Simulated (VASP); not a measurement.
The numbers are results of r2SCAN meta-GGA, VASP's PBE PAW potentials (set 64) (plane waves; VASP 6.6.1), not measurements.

VASP ran on this input.

INCAR:
```
SYSTEM = PtAs
PREC = Accurate
ENCUT = 400
EDIFF = 1E-6
NELM = 100
ALGO = Normal
LREAL = .FALSE.
LASPH = .TRUE.
ISMEAR = 1
SIGMA = 0.1
METAGGA = R2SCAN
LMIXTAU = .TRUE.
LMAXMIX = 6
LWAVE = .FALSE.
LCHARG = .FALSE.
IBRION = 2
ISIF = 3
NSW = 60
EDIFFG = -0.01
```

### KPOINTS
```
Automatic
0
G
 10 10 10
0 0 0
```

POSCAR:
```
PtAs
1
    3.2019674008     0.0000000000    -0.0000000000
    0.0000000000     3.2019674008     0.0000000000
   -0.0000000000     0.0000000000     3.2019674008
Pt As
1 1
Direct
  0.0000000000   0.0000000000   0.0000000000
  0.5000000000   0.5000000000   0.5000000000
```

POTCAR, in this order: Pt As (PBE.64 set). Program: vasp_std.

Output of the run:

File OSZICAR:
```
       N       E                     dE             d eps       ncg     rms          rms(c)
DAV:   1    -0.103152751090E+02   -0.10315E+02   -0.60688E+03  1376   0.967E+02
DAV:   2    -0.685127957950E+02   -0.58198E+02   -0.53697E+02  1375   0.196E+02
DAV:   3    -0.700914174341E+02   -0.15786E+01   -0.15552E+01  1504   0.313E+01
DAV:   4    -0.701054836019E+02   -0.14066E-01   -0.13458E-01  1352   0.278E+00
DAV:   5    -0.701056244104E+02   -0.14081E-03   -0.14070E-03  1457   0.293E-01    0.985E+00
DAV:   6    -0.659658901206E+02    0.41397E+01   -0.30648E+00  1326   0.180E+01    0.646E+00
DAV:   7    -0.660320647404E+02   -0.66175E-01   -0.35321E-01  1325   0.639E+00    0.371E+00
DAV:   8    -0.660370523874E+02   -0.49876E-02   -0.68822E-02  1281   0.220E+00    0.800E-01
DAV:   9    -0.660491838391E+02   -0.12131E-01   -0.25712E-02  1284   0.147E+00    0.928E-02
DAV:  10    -0.660504505932E+02   -0.12668E-02   -0.40745E-03  1352   0.641E-01    0.780E-02
DAV:  11    -0.660508472222E+02   -0.39663E-03   -0.28466E-04  1356   0.198E-01    0.412E-02
DAV:  12    -0.660507435681E+02    0.10365E-03   -0.31027E-04  1282   0.173E-01    0.168E-02
DAV:  13    -0.660508937706E+02   -0.15020E-03   -0.94535E-05  1344   0.109E-01    0.321E-03
DAV:  14    -0.660508956762E+02   -0.19056E-05   -0.34932E-06  1385   0.178E-02    0.240E-03
DAV:  15    -0.660508956660E+02    0.10210E-07   -0.13528E-07   655   0.393E-03
   1 F= -.66050896E+02 E0= -.66050459E+02  d E =-.660509E+02
       N       E                     dE             d eps       ncg     rms          rms(c)
DAV:   1    -0.660517562598E+02   -0.86058E-03   -0.16809E-02  1307   0.140E+00    0.195E-01
DAV:   2    -0.660509095316E+02    0.84673E-03   -0.50266E-03  1279   0.706E-01    0.947E-02
DAV:   3    -0.660508803780E+02    0.29154E-04   -0.29924E-04  1273   0.175E-01    0.486E-02
DAV:   4    -0.660508572895E+02    0.23088E-04   -0.95801E-05  1341   0.772E-02    0.116E-02
DAV:   5    -0.660508527707E+02    0.45188E-05   -0.47312E-05  1338   0.613E-02    0.117E-02
DAV:   6    -0.660508682935E+02   -0.15523E-04   -0.15875E-05  1365   0.368E-02    0.294E-03
DAV:   7    -0.660508688756E+02   -0.58206E-06   -0.51071E-07   684   0.775E-03
   2 F= -.66050869E+02 E0= -.66050434E+02  d E =0.267904E-04
       N       E                     dE             d eps       ncg     rms          rms(c)
DAV:   1    -0.660512306275E+02   -0.36233E-03   -0.58237E-03  1315   0.822E-01    0.115E-01
DAV:   2    -0.660509348071E+02    0.29582E-03   -0.17528E-03  1284   0.417E-01    0.571E-02
DAV:   3    -0.660509232920E+02    0.11515E-04   -0.10667E-04  1276   0.104E-01    0.293E-02
DAV:   4    -0.660509135287E+02    0.97633E-05   -0.33220E-05  1327   0.451E-02    0.670E-03
DAV:   5    -0.660509115723E+02    0.19563E-05   -0.17010E-05  1336   0.368E-02    0.714E-03
DAV:   6    -0.660509167402E+02   -0.51678E-05   -0.55139E-06  1353   0.217E-02    0.187E-03
DAV:   7    -0.660509168181E+02   -0.77959E-07   -0.16085E-07   640   0.433E-03
   3 F= -.66050917E+02 E0= -.66050481E+02  d E =-.211521E-04
```

OUTCAR:
```
------------------------ aborting loop because EDIFF is reached ----------------------------------------
  FORCE on cell =-STRESS in cart. coord.  units (eV):
  Direction    XX          YY          ZZ          XY          YZ          ZX
  --------------------------------------------------------------------------------------
  Total        0.0032857      0.0032857      0.0032857     -0.0000000     -0.0000000      0.0000000
  in kB        0.1605383      0.1605383      0.1605383     -0.0000000     -0.0000000      0.0000000
  external PRESSURE =       0.1605383 kB  Pullay stress =       0.0000000 kB
  volume of cell :       32.79
      direct lattice vectors                 reciprocal lattice vectors
     3.200755788 -0.000000000 -0.000000000     0.312426210 -0.000000000 -0.000000000
     0.000000000  3.200755788  0.000000000     0.000000000  0.312426210 -0.000000000
     0.000000000  0.000000000  3.200755788     0.000000000 -0.000000000  0.312426210
 POSITION                                       TOTAL-FORCE (eV/Angst)
 -----------------------------------------------------------------------------------
      0.00000      0.00000      0.00000        -0.000000      0.000000      0.000000
      1.60038      1.60038      1.60038         0.000000     -0.000000      0.000000
 -----------------------------------------------------------------------------------
    total drift:                                0.000000      0.000000      0.000000
  FREE ENERGIE OF THE ION-ELECTRON SYSTEM (eV)
  ---------------------------------------------------
  free  energy   TOTEN  =       -66.0509168181 eV

  energy  without entropy=      -66.0496081471  energy(sigma->0) =      -66.05048059

 reached required accuracy - stopping structural energy minimisation
```
(Selected blocks of OUTCAR.)

### CONTCAR
```
PtAs
   1.00000000000000
     3.2007557878020285   -0.0000000000000000   -0.0000000000000000
     0.0000000000000000    3.2007557878020285    0.0000000000000000
     0.0000000000000000    0.0000000000000000    3.2007557878020285
  Pt              As
     1     1
Direct
     0.0000000000000000    0.0000000000000000    0.0000000000000000
     0.5000000000000000    0.5000000000000000    0.5000000000000000
```

### OUTCAR
```
 val. band max:        9.0637502795   @ k =   0.3000   0.2000   0.0000

 cond. band min:       9.1257788935   @ k =   0.3000   0.3000   0.2000


 Fermi energy:         9.0898892992

 k-point     1 :       0.0000    0.0000    0.0000
  band No.  band energies     occupation
      1      -5.8794      2.00000
      2       4.1898      2.00000
      3       4.1898      2.00000
      4       6.7294      2.00000
      5       6.7294      2.00000
      6       6.7294      2.00000
      7       9.0386      1.75393
      8       9.0386      1.75393
      9       9.0386      1.75393
     10      11.5406      0.00000
     11      18.6426      0.00000

 k-point     2 :       0.1000    0.0000    0.0000
  band No.  band energies     occupation
      1      -5.7314      2.00000
      2       4.1240      2.00000
      3       4.2305      2.00000
      4       6.3873      2.00000
      5       6.3873      2.00000
      6       6.7426      2.00000
      7       8.0213      2.00000
      8       9.5215     -0.00000
      9       9.5215     -0.00000
     10      12.5477      0.00000
     11      18.3800      0.00000

 k-point     3 :       0.2000    0.0000    0.0000
  band No.  band energies     occupation
      1      -5.2998      2.00000
      2       3.5588      2.00000
      3       4.3401      2.00000
      4       5.7804      2.00000
      5       5.7804      2.00000
      6       6.7773      2.00000
      7       7.0650      2.00000
      8      10.5489     -0.00000
      9      10.5489     -0.00000
     10      13.7887      0.00000
     11      17.7402      0.00000

 k-point     4 :       0.3000    0.0000    0.0000
  band No.  band energies     occupation
      1      -4.6325      2.00000
      2       2.2466      2.00000
      3       4.4821      2.00000
      4       5.2543      2.00000
      5       5.2543      2.00000
      6       6.8206      2.00000
      7       7.1602      2.00000
      8      11.7534      0.00000
      9      11.7534      0.00000
...
```

Unless said otherwise, spin-orbit coupling is left out, though it shifts the bands of the heavy elements here.

The structure was generated: PtAs was put into the CsCl type type (Pm-3m), which need not be its known phase. This run relaxes it. Symmetry was kept, so distortions that lower it aren't found. The start is the result of an earlier pass. The electron count is odd and the run is not spin-polarised, which forces a metal.
